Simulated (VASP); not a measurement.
Crystal: Al3BiO3.

```
Al Bi O
1.0
     4.70868    0.00000    0.00000
     0.00000    4.70868    0.00000
     0.00000    0.00000    4.70868
Al Bi O
3 1 3
Direct
  0.50000 0.00000 0.00000
  0.00000 0.50000 0.00000
  0.00000 0.00000 0.50000
  0.00000 0.00000 0.00000
  0.00000 0.50000 0.50000
  0.50000 0.00000 0.50000
  0.50000 0.50000 0.00000
```

The cell was built by a generator and needn't be a form met in nature.

* Program: VASP 6.6.1
* Task: relaxation of cell and atoms
* Functional: PBE
* Potentials or basis: VASP PAW PBE potentials, release 64 (Al, Bi_d, O)
* Cutoff: 520 eV
* k mesh: 3 × 3 × 3
* Occupations: gaussian, width 0.15 eV
* Spin: no spin polarisation

At the start: pressure 7.6 GPa; volume 14.91 Å³/atom.

Problem. Where does the relaxation end?

Solution. Over 3 steps the energy falls by 24.6 meV/atom and the volume is 16.01 Å³/atom (+7.4 %); space group Pm-3m (No. 221, to 0.05 Å).

The path:
| step | energy change (eV) | largest force (eV/Å) | pressure (GPa) | volume (Å³) |
| --- | --- | --- | --- | --- |
| 1 | 0.0000 | 0.0000 | 7.61 | 104.40 |
| 2 | -0.1447 | 0.0000 | -2.73 | 115.48 |
| 3 | -0.1721 | 0.0000 | -0.02 | 112.08 |

Final structure:
```cif
data_structure
_symmetry_space_group_name_H-M 'P 1'
_symmetry_Int_Tables_number 1
_cell_length_a 4.8214
_cell_length_b 4.8214
_cell_length_c 4.8214
_cell_angle_alpha 90.000
_cell_angle_beta 90.000
_cell_angle_gamma 90.000
_cell_volume 112.08
loop_
_atom_site_label
_atom_site_type_symbol
_atom_site_fract_x
_atom_site_fract_y
_atom_site_fract_z
_atom_site_occupancy
Al1 Al 0.50000 0.00000 0.00000 1
Al2 Al 0.00000 0.50000 0.00000 1
Al3 Al 0.00000 0.00000 0.50000 1
Bi1 Bi 0.00000 0.00000 0.00000 1
O1 O 0.00000 0.50000 0.50000 1
O2 O 0.50000 0.00000 0.50000 1
O3 O 0.50000 0.50000 0.00000 1
```

Caveat: the k mesh is coarse (spacing up to 0.44 Å⁻¹), so the values aren't converged.
